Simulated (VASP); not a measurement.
Data:

```
CaS
1.0
    0.00000     2.81239     2.81239
    2.81239     0.00000     2.81239
    2.81239     2.81239     0.00000
Ca S
1 1
Direct
  0.00000   0.00000   0.00000
  0.50000   0.50000   0.50000
```

Calculation: optB88-vdW, VASP's PBE PAW potentials (set 64) (plane waves; VASP 6.6.1). Settings: 520 eV cut-off, 8×8×8 Γ-centred mesh, Gaussian smearing of 0.050 eV, potentials Ca_sv S.

Predict the energy per atom (σ→0), pressure, band gap (on the k-mesh) with the smallest direct gap where there is one.

- band gap (on the k-mesh): 2.29 eV
- smallest direct gap (on the k-mesh): 3.11 eV
- energy per atom (σ→0): -3.352 eV/atom
- pressure: 1.98 GPa

Only differences to runs with the same potentials and settings are physical.

The compound is CaS in the rock salt structure. This cell is one point of a volume scan, at 0.97 of the reference volume.
